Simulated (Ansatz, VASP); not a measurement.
# WSe2 in two plane-wave programs, part 2 of 3

One calculation is typed for both programs; each brings its own data sets. How far apart do they land? The cell is taken from a series of runs on this material, whose earlier steps may have relaxed, scaled, displaced or heated it; both programs get it as it stands.

VASP 6.6.1 and Ansatz 0.2.0.

So far: Set-up; Ansatz: zone-centre phonons, PBEsol.

## (3) VASP: zone-centre phonons, PBEsol

Level of this step: PBEsol, no spin polarisation; plane waves and PAW (W, Se) (VASP).

The same cell, functional and mesh now go to VASP, with its own data sets.

Lines of VASP's logs that name or quote its potential files are left out, and so is its time.

Input file INCAR:

```
SYSTEM = WSe2
PREC = Accurate
ENCUT = 600
EDIFF = 1E-08
NELM = 120
ISMEAR = 0
SIGMA = 0.01
LREAL = .FALSE.
ALGO = Normal
GGA = PS
NBANDS = 24
LASPH = .TRUE.
LORBIT = 11
LWAVE = .FALSE.
LCHARG = .FALSE.
ISIF = 2
IBRION = 8
GGA_COMPAT = .FALSE.
EFERMI = MIDGAP
KPAR = 2
```

Input file POSCAR:

```
WSe2
1.0
    3.2710351942      0.0000000000      0.0000000000
   -1.6355175971      2.8327995749      0.0000000000
    0.0000000000      0.0000000000     13.2250078178
W Se
2 4
Direct
    0.3333333334      0.6666666668      0.2500000000
    0.6666666668      0.3333333334      0.7500000000
    0.3333333334      0.6666666668      0.6234061308
    0.6666666668      0.3333333334      0.1234061308
    0.3333333334      0.6666666668      0.8765938692
    0.6666666668      0.3333333334      0.3765938692
```

Input file KPOINTS:

```
Automatic mesh
0
Gamma
9 9 2
0 0 0
```

The projector-augmented-wave data sets are W and Se (PBE family, release 64).

Launch:

```
mpirun -np 2 vasp_std
```

What it wrote:

```text
[banner, memory and clock lines left out]
running    2 mpi-ranks, on    1 nodes
 distrk:  each k-point on    1 cores,    2 groups
 distr:  one band on    1 cores,    1 groups

 POSCAR found type information on POSCAR W Se
 POSCAR found :  2 types and       6 ions
|                                                                             |
|               ----> ADVICE to this user running VASP <----                  |
|                                                                             |
|     You enforced a specific xc type in the INCAR file but a different       |
|     [... a line on the potential file left out ...]
|     I HOPE YOU KNOW WHAT YOU ARE DOING!                                     |
|                                                                             |

 LDA part: xc-table for (Slater+PW92), standard interpolation
 POSCAR, INCAR and KPOINTS ok, starting setup
 FFT: planning ... GRIDC
 FFT: planning ... GRID_SOFT
 FFT: planning ... GRID
 WAVECAR not read
 entering main loop
       N       E                     dE             d eps       ncg     rms          rms(c)
DAV:   1     0.204988556067E+03    0.20499E+03   -0.16996E+04  1152   0.147E+03
DAV:   2    -0.312029179278E+02   -0.23619E+03   -0.22774E+03  1560   0.288E+02
DAV:   3    -0.483898301056E+02   -0.17187E+02   -0.17035E+02  1576   0.726E+01
DAV:   4    -0.487057455300E+02   -0.31592E+00   -0.31484E+00  1552   0.107E+01
DAV:   5    -0.487123037118E+02   -0.65582E-02   -0.65524E-02  1568   0.130E+00    0.325E+01
DAV:   6    -0.471326236775E+02    0.15797E+01   -0.72462E+00  1728   0.130E+01    0.130E+01
DAV:   7    -0.468648964113E+02    0.26773E+00   -0.39804E+00  1568   0.101E+01    0.775E+00
DAV:   8    -0.466836865439E+02    0.18121E+00   -0.59906E-01  1576   0.469E+00    0.643E-01
DAV:   9    -0.466824052415E+02    0.12813E-02   -0.58534E-02  1584   0.128E+00    0.420E-01
DAV:  10    -0.466816316551E+02    0.77359E-03   -0.56845E-03  1528   0.432E-01    0.225E-01
DAV:  11    -0.466816087624E+02    0.22893E-04   -0.84683E-04  1464   0.151E-01    0.147E-01
DAV:  12    -0.466816012556E+02    0.75068E-05   -0.26313E-04  1624   0.941E-02    0.388E-02
DAV:  13    -0.466816040514E+02   -0.27958E-05   -0.19155E-05  1536   0.245E-02    0.839E-03
DAV:  14    -0.466816041382E+02   -0.86804E-07   -0.15996E-06  1632   0.696E-03    0.461E-03
DAV:  15    -0.466816041896E+02   -0.51410E-07   -0.15681E-07  1496   0.222E-03    0.248E-03
DAV:  16    -0.466816040988E+02    0.90816E-07   -0.54808E-08  1448   0.115E-03    0.136E-03
DAV:  17    -0.466816041051E+02   -0.63039E-08   -0.10708E-08   912   0.616E-04
   1 F= -.46681604E+02 E0= -.46681604E+02  d E =0.000000E+00
 Linear response reoptimize wavefunctions to high precision
DAV:   1    -0.466816040857E+02    0.19378E-07   -0.32022E-09  1104   0.430E-04
DAV:   2    -0.466816040857E+02    0.27740E-10   -0.49272E-10   808   0.121E-04
 Linear response DOF=           4
 Linear response progress:
  Degree of freedom:   1/  4
       N       E                     dE             d eps       ncg     rms          rms(c)
RMM:   1    -0.115419528949E+00   -0.11542E+00   -0.98853E-02  6398   0.140E+00
RMM:   2    -0.111450672345E+00    0.39689E-02   -0.37512E-03  6315   0.273E-01    0.153E-01
RMM:   3    -0.110942633071E+00    0.50804E-03   -0.42882E-04  6561   0.782E-02    0.910E-02
RMM:   4    -0.110754240556E+00    0.18839E-03   -0.34233E-04  6407   0.858E-02    0.125E-02
RMM:   5    -0.110794580604E+00   -0.40340E-04   -0.11888E-05  7129   0.117E-02    0.372E-03
RMM:   6    -0.110807375778E+00   -0.12795E-04   -0.15116E-06  7002   0.326E-03    0.541E-04
RMM:   7    -0.110805151898E+00    0.22239E-05   -0.11964E-07  7323   0.811E-04    0.131E-04
RMM:   8    -0.110804437344E+00    0.71455E-06   -0.10263E-07  7609   0.271E-04    0.494E-05
RMM:   9    -0.110804327960E+00    0.10938E-06   -0.28489E-07  7616   0.122E-04    0.248E-05
RMM:  10    -0.110804312556E+00    0.15404E-07    0.11444E-07  7503   0.969E-05    0.455E-06
RMM:  11    -0.110804342626E+00   -0.30070E-07    0.85242E-10  7771   0.753E-05    0.193E-06
RMM:  12    -0.110804351973E+00   -0.93468E-08   -0.52701E-08  7138   0.706E-05    0.833E-07
 first order change of Fermi-energy  -0.12845E-03
 force on displaced ion       1 direction 1 : -18.980  -0.000   0.000
 Linear response progress:
  Degree of freedom:   2/  4
       N       E                     dE             d eps       ncg     rms          rms(c)
RMM:   1    -0.160353994643E+00   -0.16035E+00   -0.14908E-01  2299   0.157E+00
RMM:   2    -0.145629049922E+00    0.14725E-01   -0.71143E-03  1846   0.402E-01    0.154E-01
RMM:   3    -0.145068411766E+00    0.56064E-03   -0.64355E-04  1936   0.948E-02    0.890E-02
RMM:   4    -0.144970472714E+00    0.97939E-04   -0.34228E-04  1869   0.830E-02    0.266E-02
RMM:   5    -0.145066777693E+00   -0.96305E-04   -0.12773E-05  2027   0.195E-02    0.896E-03
RMM:   6    -0.145112803754E+00   -0.46026E-04   -0.35600E-06  2012   0.700E-03    0.162E-03
RMM:   7    -0.145113475217E+00   -0.67146E-06   -0.12353E-06  2128   0.194E-03    0.766E-04
RMM:   8    -0.145116531353E+00   -0.30561E-05   -0.22750E-07  2109   0.993E-04    0.473E-04
RMM:   9    -0.145115476588E+00    0.10548E-05   -0.85636E-07  2130   0.530E-04    0.496E-05
RMM:  10    -0.145115616707E+00   -0.14012E-06    0.37983E-07  2197   0.159E-04    0.238E-05
RMM:  11    -0.145115647088E+00   -0.30381E-07    0.54376E-08  2247   0.105E-04    0.118E-05
RMM:  12    -0.145115610731E+00    0.36358E-07    0.12093E-07  2286   0.902E-05    0.829E-06
RMM:  13    -0.145115623316E+00   -0.12585E-07   -0.30003E-08  2245   0.805E-05    0.170E-06
RMM:  14    -0.145115628263E+00   -0.49470E-08    0.23454E-09  2192   0.762E-05    0.613E-07
 first order change of Fermi-energy   0.87689E-06
 force on displaced ion       1 direction 3 :  -0.000  -0.000 -29.381
 Linear response progress:
  Degree of freedom:   3/  4
       N       E                     dE             d eps       ncg     rms          rms(c)
RMM:   1    -0.711012989333E-01   -0.71101E-01    0.44769E-02  8996   0.125E+00
RMM:   2    -0.701882878449E-01    0.91301E-03   -0.23207E-03  6502   0.241E-01    0.942E-02
RMM:   3    -0.703150672386E-01   -0.12678E-03   -0.19033E-04  7238   0.430E-02    0.579E-02
RMM:   4    -0.704829354542E-01   -0.16787E-03   -0.40457E-05  6920   0.297E-02    0.640E-03
RMM:   5    -0.704584425855E-01    0.24493E-04   -0.26290E-06  7396   0.565E-03    0.439E-03
RMM:   6    -0.704341219009E-01    0.24321E-04   -0.17130E-07  6981   0.296E-03    0.558E-04
RMM:   7    -0.704337125426E-01    0.40936E-06   -0.85781E-07  7774   0.720E-04    0.133E-04
RMM:   8    -0.704343902285E-01   -0.67769E-06   -0.33120E-07  7514   0.257E-04    0.421E-05
RMM:   9    -0.704341903925E-01    0.19984E-06   -0.10241E-07  7960   0.139E-04    0.142E-05
RMM:  10    -0.704341401085E-01    0.50284E-07   -0.71098E-08  7682   0.105E-04    0.401E-06
RMM:  11    -0.704341325781E-01    0.75304E-08    0.90052E-08  7953   0.929E-05    0.142E-06
 first order change of Fermi-energy   0.16212E-04
 force on displaced ion       3 direction 1 :  -9.144  -0.001  -0.000
 Linear response progress:
  Degree of freedom:   4/  4
       N       E                     dE             d eps       ncg     rms          rms(c)
RMM:   1    -0.125913099768E+00   -0.12591E+00    0.68168E-02  2637   0.135E+00
RMM:   2    -0.122221045111E+00    0.36921E-02   -0.40595E-03  1934   0.314E-01    0.265E-01
RMM:   3    -0.122119144406E+00    0.10190E-03   -0.65551E-04  1981   0.980E-02    0.209E-01
RMM:   4    -0.122131654875E+00   -0.12510E-04   -0.22585E-04  1991   0.525E-02    0.468E-02
RMM:   5    -0.122163778855E+00   -0.32124E-04   -0.63286E-05  1947   0.326E-02    0.873E-03
RMM:   6    -0.122164697411E+00   -0.91856E-06   -0.93253E-06  2106   0.983E-03    0.296E-03
RMM:   7    -0.122166516082E+00   -0.18187E-05   -0.68754E-08  2100   0.340E-03    0.118E-03
RMM:   8    -0.122168133052E+00   -0.16170E-05    0.71163E-07  2188   0.117E-03    0.529E-04
RMM:   9    -0.122170110909E+00   -0.19779E-05    0.21613E-07  2125   0.575E-04    0.195E-04
RMM:  10    -0.122170491346E+00   -0.38044E-06    0.33832E-07  2274   0.242E-04    0.750E-05
RMM:  11    -0.122170746228E+00   -0.25488E-06   -0.64629E-08  2216   0.158E-04    0.308E-05
RMM:  12    -0.122170842632E+00   -0.96404E-07   -0.62512E-08  2336   0.127E-04    0.136E-05
RMM:  13    -0.122170835947E+00    0.66851E-08   -0.20887E-07  2357   0.109E-04    0.394E-06
RMM:  14    -0.122170841809E+00   -0.58614E-08   -0.18965E-07  2280   0.105E-04    0.123E-06
RMM:  15    -0.122170841182E+00    0.62720E-09   -0.20511E-07  2147   0.102E-04    0.373E-07
RMM:  16    -0.122170842142E+00   -0.96059E-09   -0.15955E-07  1736   0.101E-04    0.186E-07
RMM:  17    -0.122170841022E+00    0.11198E-08   -0.17331E-07  1536   0.101E-04    0.122E-07
RMM:  18    -0.122170840728E+00    0.29386E-09   -0.17339E-07  1461   0.101E-04    0.491E-08
 first order change of Fermi-energy   0.66137E+00
 force on displaced ion       3 direction 3 :   0.000   0.000 -16.446
 Linear response finished
```

[end of part 2 of 3]

[Lines on the potential files, build, host, timing and source positions are cut from VASP's logs without a mark.]

[Logs are printed without paths, hosts, clocks, repeated set-up lines and the standing remarks that a program may print on its own settings, such as how far it seeks lower states.]

[Hosts, paths, dates, database ids (printed as entryN), source tags and the programs' standing remarks are cut or masked in the printed files.]
